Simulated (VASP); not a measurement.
Crystal: Zn2GeN.

```
Zn Ge N
1.0
     3.52450    0.00000    0.00000
    -1.76225    3.05231    0.00000
     0.00000    0.00000    7.16717
Zn Ge N
2 1 1
Direct
  0.00000 0.00000 0.73686
  0.00000 0.00000 0.26314
  0.66667 0.33333 0.50000
  0.00000 0.00000 0.00000
```

The cell was built by a generator and needn't be a form met in nature.

```yaml
Program: VASP 6.6.1
Task: relaxation of cell and atoms
Functional: PBE
Potentials_or_basis: VASP PAW PBE potentials, release 64 (Zn, Ge_d, N)
Cutoff: 600 eV
k_mesh: 6 × 6 × 4
Occupations: gaussian, width 0.1 eV
Spin: no spin polarisation
```

At the start: pressure -4.1 GPa; volume 19.28 Å³/atom.

Q: How do energy, volume and symmetry change on relaxing?

A: Over 10 steps the energy falls by 46.6 meV/atom and the volume is 17.26 Å³/atom (-10.4 %); space group P-6m2 (No. 187, to 0.05 Å).

Step by step:
```tsv
step	energy change (eV)	largest force (eV/Å)	pressure (GPa)	volume (Å³)
1	0.0000	0.9268	-4.10	77.10
2	-0.0500	0.4753	2.25	71.72
3	-0.0796	0.1495	-0.45	73.64
4	-0.1238	0.1839	-0.16	72.11
5	-0.1761	0.2242	0.80	68.66
6	-0.1773	0.2246	1.04	67.93
7	-0.1858	0.1043	-0.21	69.08
8	-0.1858	0.1032	-0.23	69.08
9	-0.1842	0.2013	0.55	68.98
10	-0.1865	0.0035	0.05	69.05
```

Final structure:
```yaml
crystal:
  lattice:
    - [3.29761, 0.00000, 0.00000]
    - [-1.64880, 2.85581, 0.00000]
    - [0.00000, 0.00000, 7.33182]
  atoms:
    - { symbol: Zn, position: [0.00000, 0.00000, 0.75214] }
    - { symbol: Zn, position: [0.00000, 0.00000, 0.24786] }
    - { symbol: Ge, position: [0.66667, 0.33333, 0.50000] }
    - { symbol: N, position: [0.00000, 0.00000, 0.00000] }
```
